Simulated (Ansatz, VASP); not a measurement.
# ZnCu2SnS4: VASP beside Ansatz, part 2 of 2

Wanted: the spread between two codes on one cell, functional and k mesh. The cell is taken from a series of runs on this material, whose earlier steps may have relaxed, scaled, displaced or heated it; both programs get it as it stands.

VASP 6.6.1 and Ansatz 0.2.0.

So far: The structure; VASP: G0W0 gap, PBE.

In doubt: one-shot GW on d or f shells is unsure, so the values of those runs are not to be relied on.

**3. Ansatz: G0W0 gap, PBE**

Level of this step: Ansatz beside VASP: Kohn-Sham DFT, plane waves, PBE (Ansatz).

Ansatz runs on its PAW soft_1 files.

The same cell, functional and mesh now go to Ansatz, which takes its cutoff from its data sets.

Contents of input.yaml:

```yaml
crystal:
  lattice:
    - [-2.7171, 2.7171, 5.4248]
    - [2.7171, -2.7171, 5.4248]
    - [2.7171, 2.7171, -5.4248]
  atoms:
    - { symbol: Zn, position: [0.25, 0.75, 0.5] }
    - { symbol: Cu, position: [0.0, 0.0, 0.0] }
    - { symbol: Cu, position: [0.75, 0.25, 0.5] }
    - { symbol: Sn, position: [0.5, 0.5, 0.0] }
    - { symbol: S, position: [0.37161, 0.88441, 0.9996] }
    - { symbol: S, position: [0.11559, 0.11519, 0.4872] }
    - { symbol: S, position: [0.88481, 0.37201, 0.0004] }
    - { symbol: S, position: [0.62799, 0.62839, 0.5128] }
kpoints:
  mp_grid: { grid: [4, 4, 4] }
hamiltonian:
  xc: pbe
  pseudopotentials: { kind: paw, azcp: { folder: soft_1 } }
scf:
  occupations: { method: fixed }
gw:
  n_empty_bands: 156
  ecut_chi: 57
  qp_bands: [v2, c2]
  qp_kpoints: band_edges
  screening: { model: contour_deformation }
```

Started as:

```sh
$ ansatz run input.yaml --threads 3 --pin off --max-ram 92160MiB --backend cuda --events-out ev --progress --plain --runs-dir out --devices 1 --max-vram 13GiB
```

Numbers of over 12 decimals in the logs are rounded to 6 here.

Output:

```text
GPUs: using 1 of 1 available (devices: 1).
Engine: ansatz 0.2.0, x86_64-unknown-linux-gnu
Pseudopotentials: kind: paw
Pseudopotential: Zn, paw, valence charge 12, recommended cutoff 420 eV (normal), soft_1/Zn.paw.azcp
Pseudopotential: Cu, paw, valence charge 19, recommended cutoff 420 eV (normal), soft_1/Cu.paw.azcp
Pseudopotential: Sn, paw, valence charge 14, recommended cutoff 420 eV (normal), soft_1/Sn.paw.azcp
Pseudopotential: S, paw, valence charge 6, recommended cutoff 420 eV (normal), soft_1/S.paw.azcp
Functional definition: PBE
  parameter kappa = 0.804
  parameter beta = 0.066725
  exchange = pbe_x(kappa = kappa, mu = beta*pi^2/3)
  correlation = pbe_c(beta = beta)
device memory: the entry about to start is reckoned to put 3.7 GiB on a device that reports 39.8 GiB free (of which the cap on the GPU budget leaves the run 13.0 GiB)
GPU FFT provider: cuFFT
GPU libraries: cuBLAS 13.8.2, cuFFT 12.4.0, cuSOLVER 12.3.4
Crystal: 8 atoms, lattice volume = 160.197 Å³
Basis set: ecut = 420 eV, 3083 PW (Γ)
Bands: 53, of which v1, the nominal top of the filled ones, is band 44 counted from 1 (43 counted from 0)
Symmetry: 4 space group operations
Space group: I-4 (ITA 82), of the structure as read, at distance tolerance 5.4e-5 Å
k-points: 14 of 64 (time reversal used)
Non-local potential: Zn, projectors of the file, l = 0: 2, l = 1: 2, l = 2: 3, l = 3: 1
Non-local potential: Cu, projectors of the file, l = 0: 3, l = 1: 2, l = 2: 3, l = 3: 1
Non-local potential: Sn, projectors of the file, l = 0: 2, l = 1: 2, l = 2: 2, l = 3: 1
Non-local potential: S, projectors of the file, l = 0: 2, l = 1: 2, l = 2: 1
PAW form: soft (Blöchl's): semilocal exchange-correlation on the pseudo side does not see the compensation charge
PAW one-centre angular grid: Zn, 590 points (default); XC on 64 Gauss nodes
PAW one-centre angular grid: Cu, 590 points (default); XC on 64 Gauss nodes
PAW one-centre angular grid: Sn, 590 points (default); XC on 64 Gauss nodes
PAW one-centre angular grid: S, 110 points (default); XC on 64 Gauss nodes
Initial density: superposition of atomic densities (chi_scale 0.1, normalization cell, long waves kept (reshape's long-wave potential 0.01 eV rms))
Initial wavefunctions: pseudopotential atomic-orbital guess
GPU buffer pool allocated for 91125 grid points (all kernels)
GPU transforms: local potential and band sums: pruned to the plane-wave sphere, on 45×45×45
Functional: x = pbe(κ = 0.804, μ = 0.219515), c = pbe(β = 0.066725)
SCF iter   1: F=—  HF=-26205.933863 eV  |F-HF|=—  |Δ(HF+E_count)|=         —  Δρ=3.78e-2  dr2=1.95e0  ethr=3.10e-3  ⟨swp⟩=5.0  Hψ=2906  notcnv=0  defer=60
preconditioner: auto → Resta (q_TF=auto, 2.469 Å⁻¹)  ε∞=5.7  [insulator: Δε(μ)=0.374 eV  Ē_g=11.484 eV  n_scr=36 (ndim 8)  ℏωp=24.9 eV  f_vac=0.000  ε∞_Penn≈5.7]
SCF iter   2: F=—  HF=-26205.628375 eV  |F-HF|=—  |Δ(HF+E_count)|=   3.05e-1  Δρ=1.75e-2  dr2=5.07e-1  ethr=2.21e-3  ⟨swp⟩=2.1  Hψ=1253  notcnv=0  defer=93
SCF iter   3: F=—  HF=-26205.722152 eV  |F-HF|=—  |Δ(HF+E_count)|=   9.38e-2  Δρ=3.11e-2  dr2=9.27e-1  ethr=5.76e-4  ⟨swp⟩=3.1  Hψ=1796  notcnv=0  defer=97
SCF iter   4: F=—  HF=-26205.569491 eV  |F-HF|=—  |Δ(HF+E_count)|=   1.53e-1  Δρ=1.02e-2  dr2=1.11e-1  ethr=5.76e-4  ⟨swp⟩=2.0  Hψ=1502  notcnv=0  defer=94
SCF iter   5: F=—  HF=-26205.549244 eV  |F-HF|=—  |Δ(HF+E_count)|=   2.02e-2  Δρ=2.87e-3  dr2=9.97e-3  ethr=1.26e-4  ⟨swp⟩=2.0  Hψ=1247  notcnv=0  defer=97
SCF iter   6: F=—  HF=-26205.552604 eV  |F-HF|=—  |Δ(HF+E_count)|=   3.36e-3  Δρ=1.34e-3  dr2=3.07e-3  ethr=1.13e-5  ⟨swp⟩=2.0  Hψ=1090  notcnv=0  defer=97
SCF iter   7: F=—  HF=-26205.555249 eV  |F-HF|=—  |Δ(HF+E_count)|=   2.64e-3  Δρ=2.21e-3  dr2=5.07e-3  ethr=3.49e-6  ⟨swp⟩=2.0  Hψ=1314  notcnv=0  defer=97
SCF iter   8: F=—  HF=-26205.554362 eV  |F-HF|=—  |Δ(HF+E_count)|=   8.87e-4  Δρ=3.08e-4  dr2=1.48e-4  ethr=3.49e-6  ⟨swp⟩=2.0  Hψ=1272  notcnv=0  defer=97
SCF iter   9: F=—  HF=-26205.554517 eV  |F-HF|=—  |Δ(HF+E_count)|=   1.55e-4  Δρ=2.42e-4  dr2=6.57e-5  ethr=1.68e-7  ⟨swp⟩=2.0  Hψ=1150  notcnv=0  defer=95
SCF iter  10: F=—  HF=-26205.554521 eV  |F-HF|=—  |Δ(HF+E_count)|=   4.38e-6  Δρ=5.32e-5  dr2=3.68e-6  ethr=7.47e-8  ⟨swp⟩=2.2  Hψ=1042  notcnv=0  defer=46
SCF iter  11: F=—  HF=-26205.554522 eV  |F-HF|=—  |Δ(HF+E_count)|=   4.75e-7  Δρ=1.61e-5  dr2=2.07e-7  ethr=4.18e-9  ⟨swp⟩=2.1  Hψ=1040  notcnv=0  defer=47
SCF iter  12: F=-26205.554522 eV  HF=-26205.554522 eV  |F-HF|=2.32e-9  |Δ(HF+E_count)|=   8.15e-8  Δρ=3.35e-6  dr2=1.50e-8  ethr=1.14e-10  ⟨swp⟩=13.3  Hψ=2985  notcnv=0
SCF 1 converged in 12 iterations: F = -26205.554522 eV  dr2 = 1.50e-8
  greatest PAW one-centre occupation: 1.000 electrons in one spin orbital (limit 2), on the Cu atom at site 2 (counted from 0), in its partial waves of l = 0
device memory: the entry about to start is reckoned to put 4.7 GiB (of the 4.8 GiB reckoned in all, the device holds 0.1 GiB already) on a device that reports 41.5 GiB free (of which the cap on the GPU budget leaves the run 13.0 GiB)
NSCF: frozen V_eff on 14 k-points
[...]
E sigma→0 (E₀):  -26205.554522 eV
Fermi energy:    8.018867 eV
--- Per-component energies (eV) ---
  E_band       = -1103.020365
  E_kinetic    = 1260.231076
  E_local      = -16262.345508  (includes V_loc(G=0)·N_el)
  E_nonlocal   = 2897.643196
  E_hartree    = 6960.334239
  E_xc         = -695.336622
  E_vxc        = -636.971750  (∫ρ·V_xc dr)
  E_paw        = -12341.626328  (= ΣΔE_a)
  E_vpaw       = -2282.251788  (= ΣTr[D̂ρ^β])
  E_aug_tail   = 0.002041  (compensation charges beyond the density's cutoff)
  E_ewald      = -8024.456617
  E_smearing   = -0.000000  (= −TS)
  E_closure    = -0.000000  (closes the sum)
  Σ components = -26205.554522   (vs F -26205.554522, Δ=0.00e0)
--- Band table (eV; the first three rows and the last of 14) ---
  k-point 0: bands = [... 40 lower, 6.6643, 7.9371, 7.9371, 8.0189, 8.3059, 10.0455, 10.9129, 11.8047, ... 5 higher]
  k-point 1: bands = [... 40 lower, 6.8603, 7.0239, 7.4883, 7.8087, 9.3502, 10.9682, 11.3096, 11.6024, ... 5 higher]
  k-point 2: bands = [... 40 lower, 7.2602, 7.3730, 7.5470, 7.6172, 8.8418, 10.3294, 11.1832, 12.1764, ... 5 higher]
  k-point 13: bands = [... 40 lower, 6.9155, 7.0096, 7.2073, 7.2073, 9.5204, 10.0822, 10.0822, 10.4677, ... 5 higher]
--- G₀W₀: contour deformation, 8 samples at zero and on the imaginary axis and 2 off it, 64 q-points, 156 empty bands' worth ---
  eigenvalues of the whole cell's RPA ε∞ on this k-mesh (on a slab, of 1 + 4πα/V) = 28.7449, 28.7449, 48.5413; static W/v taken at q = 0 is 0.029421
  bands read: the sum over 200 bands ends inside a degenerate multiplet in 1 slot, whose members it reads at an even weight; the widest, k=0: bands 200 to 201 (counted from 1) at 1/2 each
  gw.qp_kpoints: band_edges: 10 of 14 stored k-points solved, in 1 pass; an edge of the gap read off the rows below is read off those points alone
    valence top: of the k-points left out ik 8 came nearest to being solved in a further pass, in band 44 (counted from 1, as in the quasiparticle table): it holds the edge there only if its correction is more favourable than any solved in that band by at least 0.514 eV; those differ by 0.067 eV
    conduction bottom: of the k-points left out ik 8 came nearest to being solved in a further pass, in band 45 (counted from 1, as in the quasiparticle table): it holds the edge there only if its correction is more favourable than any solved in that band by at least 0.775 eV; those differ by 0.494 eV
  `?` marks the rows in doubt; gw_qp.tsv's column doubts and the gw_qp event give each row's grounds
    ik  band        ε_KS         Σx   Σc(E_QP)       V_xc       Z   E_QP_lin       E_QP  E_QP is
     0    43      7.9371   -33.4629     5.0806   -28.0656  0.6465     7.5970     7.6203  root
     0    44      8.0189   -34.2738     5.2782   -28.6684  0.6441     7.6663     7.6917  root
     0    45      8.3059   -12.1031    -3.0646   -15.5702  0.7067     8.7570     8.7084  root
     0    46     10.0455   -10.7836    -3.1670   -14.1088  0.7093    10.2081    10.2037  root
     1    43      7.4883   -36.1347     6.2161   -29.5305  0.6220     7.0574     7.1001  root ?
     1    44      7.8087   -33.8351     5.3347   -28.1622  0.6418     7.4425     7.4705  root
     1    45      9.3502   -13.4787    -3.1696   -17.1157  0.6907     9.9001     9.8176  root ?
     1    46     10.9682   -10.0345    -3.6470   -13.9770  0.7026    11.2848    11.2638  root ?
     2    43      7.5470   -35.5772     6.0565   -29.1383  0.6288     7.1243     7.1646  root
     2    44      7.6172   -34.9520     5.8644   -28.7112  0.6324     7.2023     7.2407  root
     2    45      8.8418   -13.1502    -3.1161   -16.7262  0.6989     9.3787     9.3017  root ?
     2    46     10.3294    -9.2337    -3.9704   -13.6478  0.7106    10.8425    10.7731  root ?
     3    43      7.5206   -34.5140     5.6657   -28.4950  0.6316     7.1353     7.1673  root
     3    44      7.8140   -34.5108     5.5061   -28.6589  0.6384     7.4383     7.4682  root
     3    45      9.3373   -14.0332    -2.9537   -17.4313  0.6902     9.8499     9.7817  root ?
     3    46     10.9055   -10.0309    -3.5646   -13.8374  0.7005    11.1607    11.1473  root
     6    43      7.0410   -38.5930     6.9791   -31.2178  0.6014     6.5988     6.6449  root ?
     6    44      7.5467   -35.5511     6.0207   -29.1549  0.6262     7.1329     7.1713  root
     6    45      9.7709   -13.0185    -3.2788   -17.1843  0.6824    10.4260    10.6577  root ?
     6    46     11.1974    -8.7763    -3.9562   -13.0841  0.7068    11.5812    11.5490  root
     7    43      7.6327   -34.9656     5.7460   -28.8602  0.6333     7.2398     7.2733  root
     7    44      7.6484   -34.9663     5.7555   -28.8493  0.6332     7.2529     7.2870  root
     7    45      9.2135   -12.7091    -3.3125   -16.4913  0.6963     9.7669     9.6832  root ?
     7    46     10.7428    -9.8704    -3.7952   -14.0345  0.7014    11.1486    11.1118  root
     9    43      7.5972   -33.9845     5.4872   -28.1498  0.6357     7.2191     7.2496  root
     9    44      7.5972   -33.9845     5.4872   -28.1498  0.6357     7.2191     7.2496  root
     9    45      9.2764   -16.0717    -2.4227   -18.8869  0.6871     9.7129     9.6689  root
     9    46     10.2320    -9.4558    -3.4690   -13.1492  0.7093    10.4675    10.4564  root
    10    43      7.1163   -37.1279     6.6289   -30.1090  0.6083     6.6825     6.7263  root ?
    10    44      7.6360   -34.7067     5.6797   -28.6684  0.6340     7.2441     7.2774  root
    10    45      9.5693   -14.4702    -2.8254   -18.1192  0.6850    10.1336    10.3929  root ?
    10    46     10.4809    -9.6611    -3.4919   -13.3814  0.7068    10.7209    10.7092  root
    11    43      7.3167   -36.5233     6.3260   -29.8146  0.6190     6.8933     6.9340  root
    11    44      7.5286   -36.0398     6.1947   -29.4581  0.6245     7.0996     7.1416  root ?
    11    45      9.7461   -13.1422    -3.2335   -17.2579  0.6834    10.3933    10.6283  root ?
    11    46     10.8043    -7.7725    -3.8770   -11.9513  0.7066    11.1274    11.1061  root
    13    43      7.2073   -37.1599     6.6195   -30.1460  0.6118     6.7679     6.8129  root ?
    13    44      7.2073   -37.1599     6.6195   -30.1460  0.6118     6.7679     6.8129  root ?
    13    45      9.5204   -16.6078    -2.6869   -19.7136  0.6822     9.9953     9.9394  root ?
    13    46     10.0822   -11.2863    -3.0792   -14.5191  0.7083    10.2399    10.2359  root
[key lines of the parts left out:]
SCF converged after 12 iterations
Free energy (F): -26205.554522 eV
```

**4. Side by side**

Known differences besides the potentials themselves: fixed occupations in Ansatz, narrow Gaussian smearing in VASP; the data sets hold 88 valence electrons in Ansatz (on its PAW soft_1 files) and 96 in VASP; the cutoff is 420 eV in Ansatz and 500 eV in VASP; Ansatz integrates over frequency by contour deformation, VASP on a grid of NOMEGA points; Ansatz's G0W0 levels solve the quasiparticle equation, VASP's are linearised. Total energies have different zeros and are not compared.

Compared:

```
                   quantity  Ansatz  VASP  difference
  G0W0 gap on the mesh (eV)    1.02  1.82       -0.80
Kohn-Sham gap under it (eV)    0.29  0.29        0.00
```

VASP's log warns that its frequency grid doesn't suit quasiparticle energies on this mesh.

**5. Summary of results**

```yaml
difference_in_g0w0_gap_on_the_mesh_g0w0_gap_pbe: -0.80 eV
```

In words: The difference in G0W0 gap on the mesh is -0.80 eV (G0W0 gap, PBE). The data sets hold unlike numbers of valence electrons (88 in Ansatz and 96 in VASP), so part of the differences comes from the potentials. Part of the difference in the G0W0 gap can come from VASP's linearised levels. Such differences can come from data sets, numerical settings and the points named under the comparisons, not from the functional's error against experiment.

[Lines on the potential files, build, host, timing and source positions are cut from VASP's logs without a mark.]

[Logs are printed without paths, hosts, clocks, repeated set-up lines and the standing remarks that a program may print on its own settings, such as how far it seeks lower states.]

[Hosts, paths, dates, database ids (printed as entryN), source tags and the programs' standing remarks are cut or masked in the printed files.]
